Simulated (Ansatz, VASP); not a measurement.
# Two plane-wave programs on La2LuN3

The input INCAR:

```
SYSTEM = La2LuN3
PREC     = Accurate       ! precision mode
ENCUT    = 520            ! plane-wave cutoff, eV
EDIFF    = 1E-7           ! SCF threshold, eV
ISMEAR   = 0              ! smearing method
SIGMA    = 0.1            ! smearing width, eV
LREAL    = .False.        ! projectors in reciprocal space
LASPH    = .True.         ! aspherical terms in the spheres
NELM     = 100            ! most SCF steps
ALGO     = Normal         ! electronic algorithm
ISIF     = 2              ! what is computed and relaxed
LWAVE    = .False.        ! write WAVECAR
LCHARG   = .False.        ! write CHGCAR
GGA      = PE             ! functional
NBANDS   = 40             ! bands
```

File KPOINTS:

```
regular mesh
0
Gamma
  6 6 2
  0 0 0
```

Contents of POSCAR:

```
La2LuN3
1.0
    3.6761604400      0.0000000000      0.0000000000
   -1.8380802200      3.1836483300      0.0000000000
    0.0000000000      0.0000000000      9.0086216000
La Lu N
2 1 3
Direct
    0.3333333300      0.6666666700      0.6610567600
    0.6666666700      0.3333333300      0.3389432400
    0.0000000000      0.0000000000      0.0000000000
    0.0000000000      0.0000000000      0.5000000000
    0.3333333300      0.6666666700      0.1780929900
    0.6666666700      0.3333333300      0.8219070100
```

Input for Ansatz:

```yaml
crystal:
  lattice:
    - [3.67616044, 0.0, 0.0]
    - [-1.83808022, 3.18364833, 0.0]
    - [0.0, 0.0, 9.0086216]
  atoms:
    - { symbol: La, position: [0.33333333, 0.66666667, 0.66105676] }
    - { symbol: La, position: [0.66666667, 0.33333333, 0.33894324] }
    - { symbol: Lu, position: [0.0, 0.0, 0.0] }
    - { symbol: "N", position: [0.0, 0.0, 0.5] }
    - { symbol: "N", position: [0.33333333, 0.66666667, 0.17809299] }
    - { symbol: "N", position: [0.66666667, 0.33333333, 0.82190701] }
basis:
  ecutwfc: 420
kpoints:
  mp_grid: { grid: [6, 6, 2] }
hamiltonian:
  xc: pbe
scf:
  occupations: { method: gaussian, width: 0.1 }
  lower_state_search: "off"
output:
  forces: true
  stress: true
  eigenvalues: true
```

Change from the starting cell: species swapped into the Na3BrCl2 type (P-3m1, No. 164).

Alike in both runs: task single point; functional PBE; k mesh 6 × 6 × 2; occupations gaussian, width 0.1 eV; no spin polarisation.

|  | VASP | Ansatz |
| --- | --- | --- |
| version | VASP 6.6.1 | Ansatz 0.2.0 |
| potentials or method | VASP PAW PBE potentials, release 64 (La, Lu, N) | scalar-relativistic, plane waves, PAW |
| plane-wave cutoff (eV) | 520 | 420 |
| valence electrons in the cell | 62 | 62 |

|  | VASP | Ansatz | Ansatz less VASP |
| --- | --- | --- | --- |
| gap on the k mesh at the Fermi level (eV) | 0.33 | 0.33 | 0.000 |
| least direct gap on the mesh (eV) | 0.33 | 0.33 | 0.000 |
| pressure (GPa) | -1.7 | -1.6 | +0.13 |
| largest component of the traceless stress (GPa) | 1.59 | 1.61 | +0.021 |
| rms of the force components (eV/Å) | 0.776 | 0.785 | +0.0086 |

Atom by atom the forces differ by 0.009 eV/Å (rms over components). The functional is the same, so the differences come from potentials, cutoffs and numerics.

Caveats: spin-orbit coupling is left out, which moves the levels of the heavy elements; forces of over 1 eV/Å show positions far from the minimum, so gaps and moduli don't describe the material at rest.
